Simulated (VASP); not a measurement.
# PtSe2 (Sudovikovite): structure and properties in VASP, part 2 of 5

Aim: relax PtSe2 (Sudovikovite) with LDA, compute its properties on that cell and hold them against experiment. The start is a cell from a database of measured crystal structures.

VASP 6.6.1, plane waves and PAW; the level of theory is named at each step.

Still holding for the runs below: The k-mesh is coarse for a metal.

So far. Step 2 (Full relaxation (LDA)): It ends with a largest force of 0.007 eV/Å and a pressure of 0.04 GPa. The volume lies -4.6 % from that of the database's start, which holds the thermal and zero-point expansion of its experiment. LDA is known to overbind. The relaxed cell has a = 3.740, c = 4.788 Å (conventional setting).

The database entry behind the starting cell has ideal inner coordinates that were not refined, so it need not match the best structure at ambient conditions.

## Step 3: Second relaxation

Level of this step: LDA; plane waves and PAW (Pt, Se) (VASP).

A relaxation keeps the plane waves of the cell it began with, so it is repeated from the new cell, on a basis made for it.

File INCAR:

```
SYSTEM = PtSe2
PREC = Accurate
ENCUT = 400
EDIFF = 1E-06
NELM = 100
ISMEAR = 0
SIGMA = 0.05
LREAL = .FALSE.
ALGO = Normal
GGA = CA
NBANDS = 17
LASPH = .TRUE.
LORBIT = 11
LWAVE = .FALSE.
LCHARG = .FALSE.
KPAR = 2
IBRION = 2
NSW = 60
ISIF = 3
EDIFFG = -0.01
```

File POSCAR:

```
PtSe2
1.0
    3.7403324055      0.0000000000      0.0000000000
   -1.8701662028      3.2392228818      0.0000000000
    0.0000000000      0.0000000000      4.7881194269
Pt Se
1 2
Direct
    0.0000000000      0.0000000000      0.0000000000
    0.3333333333      0.6666666667      0.2644490384
    0.6666666667      0.3333333333      0.7355509616
```

File KPOINTS:

```
Automatic mesh
0
Gamma
7 7 5
0 0 0
```

The projector-augmented-wave data sets are Pt and Se (LDA family, release 64).

Command:

```
$ mpirun -np 2 vasp_std
```

Log:

```text
[... set-up lines as in an earlier step ...]
 entering main loop
       N       E                     dE             d eps       ncg     rms          rms(c)
DAV:   1     0.890741019511E+02    0.89074E+02   -0.87776E+03  1120   0.917E+02
DAV:   2    -0.141630577420E+02   -0.10324E+03   -0.10032E+03  1354   0.198E+02
DAV:   3    -0.178655022361E+02   -0.37024E+01   -0.36853E+01  1316   0.382E+01
DAV:   4    -0.178896249033E+02   -0.24123E-01   -0.24114E-01  1425   0.342E+00
DAV:   5    -0.178898488140E+02   -0.22391E-03   -0.22390E-03  1306   0.313E-01    0.130E+01
DAV:   6    -0.173276919789E+02    0.56216E+00   -0.43826E+00  1110   0.189E+01    0.799E+00
DAV:   7    -0.171228742818E+02    0.20482E+00   -0.86124E-01  1112   0.915E+00    0.401E+00
DAV:   8    -0.170963385177E+02    0.26536E-01   -0.58715E-02  1180   0.167E+00    0.779E-01
DAV:   9    -0.170931335524E+02    0.32050E-02   -0.72430E-03  1208   0.813E-01    0.202E-01
DAV:  10    -0.170930835941E+02    0.49958E-04   -0.13720E-03  1219   0.225E-01    0.378E-02
DAV:  11    -0.170930802499E+02    0.33442E-05   -0.56665E-05  1317   0.492E-02    0.293E-02
DAV:  12    -0.170930788256E+02    0.14243E-05   -0.46790E-06  1285   0.117E-02    0.847E-03
DAV:  13    -0.170930785856E+02    0.24001E-06   -0.58778E-07   609   0.586E-03
   1 F= -.17093079E+02 E0= -.17091937E+02  d E =-.170931E+02
 curvature:   0.00 expect dE= 0.000E+00 dE for cont linesearch  0.000E+00
 trial: gam= 0.00000 g(F)=  0.467E-05 g(S)=  0.310E-05 ort = 0.000E+00 (trialstep = 0.100E+01)
 search vector abs. value=  0.776E-05
 reached required accuracy - stopping structural energy minimisation
```

It took 3.6 s on 2 MPI ranks of AMD EPYC 9R45, shared host; peak memory 0.23 GiB.

Parts of OUTCAR (step 3):

```text
  LATTYP: Found a hexagonal cell.
 ALAT       =     3.7403324055
 C/A-ratio  =     1.2801320599

The static configuration has the point symmetry D_3d.

 Found     32 irreducible k-points:

   dimension x,y,z NGX =    24 NGY =   24 NGZ =   32
   dimension x,y,z NGXF=    48 NGYF=   48 NGZF=   64

   ENCUT  =  400.0 eV  29.40 Ry    5.42 a.u.   6.10  6.10  7.81*2*pi/ulx,y,z

   NELECT =      22.0000    total number of electrons

 E-fermi :   7.0812

 k-point     1 :       0.0000    0.0000    0.0000
  band No.  band energies     occupation
    ...
      6       3.1112      2.00000
      7       3.1112      2.00000
      8       4.5264      2.00000
      9       6.0095      2.00000
     10       6.0095      2.00000
     11       7.8510      0.00000
     12       8.1489      0.00000
     13       8.1489      0.00000
     14      10.2189      0.00000
     15      11.1941      0.00000
    ...

 k-point     2 :       0.1429   -0.0000    0.0000
  band No.  band energies     occupation
    ...
      7       2.9654      2.00000
      8       4.0349      2.00000
      9       5.3203      2.00000
     10       5.6592      2.00000
     11       6.6517      2.00000
     12       8.4316      0.00000
     13       8.6686      0.00000
     14      11.4386      0.00000
     15      12.3209      0.00000
     16      13.7671      0.00000
    ...

  Total        0.0098090      0.0098090      0.0004025     -0.0000000      0.0000000      0.0000000
  in kB        0.2709068      0.2709068      0.0111161     -0.0000000      0.0000000      0.0000000
  external PRESSURE =       0.1843099 kB  Pullay stress =       0.0000000 kB

  energy-cutoff  :      400.00
  volume of cell :       58.01
      direct lattice vectors                 reciprocal lattice vectors
     3.740332405  0.000000000  0.000000000     0.267355917  0.154358011  0.000000000
    -1.870166203  3.239222882  0.000000000     0.000000000  0.308716021  0.000000000
     0.000000000  0.000000000  4.788119427     0.000000000  0.000000000  0.208850263

 POSITION                                       TOTAL-FORCE (eV/Angst)
 -----------------------------------------------------------------------------------
      0.00000      0.00000      0.00000         0.000000      0.000000      0.000000
     -0.00000      2.15948      1.26621         0.000000     -0.000000      0.006954
      1.87017      1.07974      3.52191        -0.000000      0.000000     -0.006954
 -----------------------------------------------------------------------------------
    total drift:                                0.000000     -0.000000     -0.000000

  FREE ENERGIE OF THE ION-ELECTRON SYSTEM (eV)
  ---------------------------------------------------
  free  energy   TOTEN  =       -17.0930785856 eV

  energy  without entropy=      -17.0907960017  energy(sigma->0) =      -17.09193729

 total charge
# of ion       s       p       d       tot
------------------------------------------
    1        0.688   0.698   8.063   9.449
    2        1.492   2.225   0.075   3.793
    3        1.492   2.225   0.075   3.793
--------------------------------------------------
tot          3.673   5.148   8.213  17.034

[... 3 parts as in an earlier step ...]

[... 7 further parts left out ...]
```

CONTCAR:

```
PtSe2
   1.00000000000000
     3.7403324054999998    0.0000000000000000    0.0000000000000000
    -1.8701662027999999    3.2392228818000000    0.0000000000000000
     0.0000000000000000    0.0000000000000000    4.7881194268999998
  Pt              Se
     1     2
Direct
     0.0000000000000000    0.0000000000000000    0.0000000000000000
     0.3333333332999970    0.6666666667000030    0.2644490384000022
     0.6666666667000030    0.3333333332999970    0.7355509615999978
```

Little changed from the start: no atom moved by 0.005 Å and no cell edge by 0.1 %.

Numbers from this step:

```yaml
pressure: 0.01843 GPa
scf_cycles_over_all_ionic_steps: 13
```

It ends with a largest force of 0.007 eV/Å and a pressure of 0.02 GPa. The volume moved by under 0.01 %: the run met its threshold at the first step.

## Step 4: Single point with fields (LDA)

The relaxed cell gets a fresh self-consistent run, on a basis set for its own volume, to fix the density and to check the remaining stress.

Edit INCAR of step 3 so:

```diff
@@ -14,7 +14,5 @@
 LWAVE = .FALSE.
-LCHARG = .FALSE.
-KPAR = 2
-IBRION = 2
-NSW = 60
-ISIF = 3
-EDIFFG = -0.01
+LCHARG = .TRUE.
+ISIF = 2
+LELF = .TRUE.
+LVHAR = .TRUE.
```

POSCAR is that of step 3.

KPOINTS is that of step 3.

Command:

```
$ mpirun -np 2 vasp_std
```

Log:

```text
[banner, memory and clock lines left out]
running    2 mpi-ranks, on    1 nodes
 distrk:  each k-point on    2 cores,    1 groups
 distr:  one band on    1 cores,    2 groups

 POSCAR found type information on POSCAR PtSe
 POSCAR found :  2 types and       3 ions
 LDA part: xc-table for (Slater(with rela. corr.)+CA(PZ))
 , standard interpolation
|                                                                             |
|           W    W    AA    RRRRR   N    N  II  N    N   GGGG   !!!           |
|           W    W   A  A   R    R  NN   N  II  NN   N  G    G  !!!           |
|           W    W  A    A  R    R  N N  N  II  N N  N  G       !!!           |
|           W WW W  AAAAAA  RRRRR   N  N N  II  N  N N  G  GGG   !            |
|           WW  WW  A    A  R   R   N   NN  II  N   NN  G    G                |
|           W    W  A    A  R    R  N    N  II  N    N   GGGG   !!!           |
|                                                                             |
|     The number of bands has been changed from the values supplied in        |
|     The orbitals not found in the WAVECAR file will be initialized with     |
|     random numbers, which is usually adequate. For correlated               |
|     calculations, however, you should redo the groundstate calculation.     |
|     I found NBANDS = 17. Now, NBANDS = 18.                                  |
|                                                                             |

 POSCAR, INCAR and KPOINTS ok, starting setup
 FFT: planning ... GRIDC
 FFT: planning ... GRID_SOFT
 FFT: planning ... GRID
 WAVECAR not read
 entering main loop
       N       E                     dE             d eps       ncg     rms          rms(c)
DAV:   1     0.873349036106E+02    0.87335E+02   -0.87598E+03  1224   0.865E+02
DAV:   2    -0.141690017054E+02   -0.10150E+03   -0.98226E+02  1424   0.190E+02
DAV:   3    -0.178657171012E+02   -0.36967E+01   -0.36736E+01  1366   0.363E+01
DAV:   4    -0.178896314928E+02   -0.23914E-01   -0.23909E-01  1504   0.326E+00
DAV:   5    -0.178898490820E+02   -0.21759E-03   -0.21759E-03  1388   0.298E-01    0.130E+01
DAV:   6    -0.173287701857E+02    0.56108E+00   -0.40931E+00  1196   0.178E+01    0.798E+00
DAV:   7    -0.171231297079E+02    0.20564E+00   -0.80470E-01  1196   0.861E+00    0.403E+00
DAV:   8    -0.170960467079E+02    0.27083E-01   -0.53883E-02  1260   0.156E+00    0.757E-01
DAV:   9    -0.170931264226E+02    0.29203E-02   -0.63179E-03  1254   0.734E-01    0.195E-01
DAV:  10    -0.170930838450E+02    0.42578E-04   -0.12150E-03  1270   0.204E-01    0.376E-02
DAV:  11    -0.170930802545E+02    0.35905E-05   -0.51491E-05  1318   0.457E-02    0.285E-02
DAV:  12    -0.170930787742E+02    0.14803E-05   -0.44970E-06  1352   0.110E-02    0.812E-03
DAV:  13    -0.170930785863E+02    0.18794E-06   -0.53037E-07   664   0.497E-03
   1 F= -.17093079E+02 E0= -.17091937E+02  d E =-.228258E-02
```

The job ended after 4.2 s (2 MPI ranks; peak memory 0.21 GiB; 7.6 s of CPU time).

From OUTCAR (step 4):

```text
The static configuration has the point symmetry D_3d.

 Found     32 irreducible k-points:

   k-points           NKPTS =     32   k-points in BZ     NKDIM =     32   number of bands    NBANDS=     18

   NELECT =      22.0000    total number of electrons

 E-fermi :   7.0811

  Total        0.0100510      0.0100510      0.0007101     -0.0000000     -0.0000000      0.0000000
  in kB        0.2775891      0.2775891      0.0196117     -0.0000000     -0.0000000      0.0000000
  external PRESSURE =       0.1915966 kB  Pullay stress =       0.0000000 kB

 POSITION                                       TOTAL-FORCE (eV/Angst)
 -----------------------------------------------------------------------------------
      0.00000      0.00000      0.00000         0.000000      0.000000      0.000000
     -0.00000      2.15948      1.26621        -0.000000      0.000000      0.006936
      1.87017      1.07974      3.52191        -0.000000     -0.000000     -0.006936
 -----------------------------------------------------------------------------------
    total drift:                                0.000000     -0.000000     -0.000000

  FREE ENERGIE OF THE ION-ELECTRON SYSTEM (eV)
  ---------------------------------------------------
  free  energy   TOTEN  =       -17.0930785863 eV

  energy  without entropy=      -17.0907960036  energy(sigma->0) =      -17.09193729

[... 15 parts as in an earlier step ...]
```

This step gave:

| Item | Value |
| --- | --- |
| SCF cycles | 13 |
| bands | 18 |
| pressure | 0.01916 GPa |

Valence electrons inside each PAW sphere by angular momentum. Sphere charges, by row:

| atom | s (e) | p (e) | d (e) | tot (e) |
| --- | --- | --- | --- | --- |
| Pt1 | 0.688 | 0.698 | 8.063 | 9.449 |
| Se2 | 1.492 | 2.225 | 0.075 | 3.793 |
| Se3 | 1.492 | 2.225 | 0.075 | 3.793 |

ELF in the ac plane at fractional y = 0.000, with atoms of Pt within 0.2 Å of it. It is the smooth field of the valence electrons, not physical close to the nuclei.

Ten even steps from '_' (0.00) to '@' (0.66), each cell a mean:
```
____..====--------==++==..__
....--==++++++++++++++==::..
++++++++++########**++==++++
**++==++**%%@@@@@@%%**====++
====--==**%%@@@@@@%%**==--==
::::::--++##@@@@%%##++::::::
____..::--++**##**==--....__
______....::------::..______
________..::----::::..______
______..::==++++++--::..____
....::--++##%%%%%%**==::....
------==**%%@@@@@@%%++------
++++==++**%%@@@@@@%%**====++
**++++++**##%%%%%%##++==++++
::::--++++++******++++==--::
____::======------==++==..__
..__..====--::::::--++--____
```
Columns run along a (3.7 Å), rows up along c (4.8 Å). Atoms in or near the plane, at fractional coordinates: Pt at (0.00, 0.00).

Valence density in the ac plane at fractional y = 0.000, with atoms of Pt within 0.2 Å of it. It is the smooth field of the valence electrons, not physical close to the nuclei.

Ten even steps from '_' (0.0 e/Å³) to '@' (3.5 e/Å³), each cell a mean:
```
%%##++::..__________..--++##
**++--::..__________..::==++
----::..______________..::--
....____________________....
____________________________
____________________________
____________________________
____________________________
____________________________
____________________________
____________________________
____________________________
....______________________..
::::....______________....::
++==--....__________..::--++
%%**==::..__________..--++##
@@%%++--..__________..==**%%
```
Columns run along a (3.7 Å), rows up along c (4.8 Å). Atoms in or near the plane, at fractional coordinates: Pt at (0.00, 0.00).

Electrostatic potential energy in the ac plane at fractional y = 0.000, with atoms of Pt within 0.2 Å of it. With pseudopotentials it is smooth inside the atoms' cores, unlike the true potential.

Ten even steps from '_' (-64 eV) to '@' (4 eV), each cell a mean:
```
____..++%%@@@@@@@@@@%%==..__
__..--##%%@@@@@@@@@@%%**--..
==++**%%@@@@@@@@@@@@@@%%**++
%%%%@@@@@@@@%%%%@@@@@@@@%%%%
@@@@@@@@@@@@%%%%@@@@@@@@@@@@
@@@@@@@@@@@@@@@@@@@@@@@@@@@@
@@@@@@@@@@@@@@@@@@@@@@@@@@@@
@@@@@@@@@@@@@@@@@@@@@@@@@@@@
@@@@@@@@@@@@@@@@@@@@@@@@@@@@
@@@@@@@@@@@@@@@@@@@@@@@@@@@@
@@@@@@@@@@@@@@@@@@@@@@@@@@@@
@@@@@@@@@@@@%%%%@@@@@@@@@@@@
%%%%@@@@@@@@%%%%%%@@@@@@@@%%
++**##@@@@@@@@@@@@@@@@%%##**
..::==##@@@@@@@@@@@@%%**==::
____::++%%@@@@@@@@@@%%==..__
____..++%%@@@@@@@@@@##--____
```
Columns run along a (3.7 Å; values clipped at the 3rd and 97th percentile), rows up along c (4.8 Å). Atoms in or near the plane, at fractional coordinates: Pt at (0.00, 0.00).

In this run the pressure is 0.02 GPa, small enough to go on.

(Part 2 of 5 ends here.)

[Lines on the potential files, build, host, timing and source positions are cut from VASP's logs without a mark.]

[Logs are printed without paths, hosts, clocks, repeated set-up lines and the standing remarks that a program may print on its own settings, such as how far it seeks lower states.]

[Hosts, paths, dates, database ids (printed as entryN), source tags and the programs' standing remarks are cut or masked in the printed files.]

[A measured line is paired with the nearest computed mode of its activity, which favours agreement.]
